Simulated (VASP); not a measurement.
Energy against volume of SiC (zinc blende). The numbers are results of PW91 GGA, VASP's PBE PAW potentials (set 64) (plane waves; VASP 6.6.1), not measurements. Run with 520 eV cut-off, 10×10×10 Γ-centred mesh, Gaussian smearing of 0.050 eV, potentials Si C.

| V (Å³/atom) | E (eV/atom) |
|---|---|
| 10.191 | -7.53088 |
| 10.506 | -7.53754 |
| 10.821 | -7.53165 |
| 11.137 | -7.51492 |

**Question.** Fit these four points and predict the energy of the run at 9.876 Å³/atom.

**Answer.** A cubic in V^(−2/3), the third-order Birch-Murnaghan form, passes through the four points with V0 = 10.51 Å³/atom and B0 = 212 GPa, and gives -7.5096 eV/atom there. The run gave -7.5097 eV/atom, -0.1 meV/atom from the fit; all five points give B0 = 212 GPa.

The compound is SiC in the zinc blende structure. It was relaxed first.
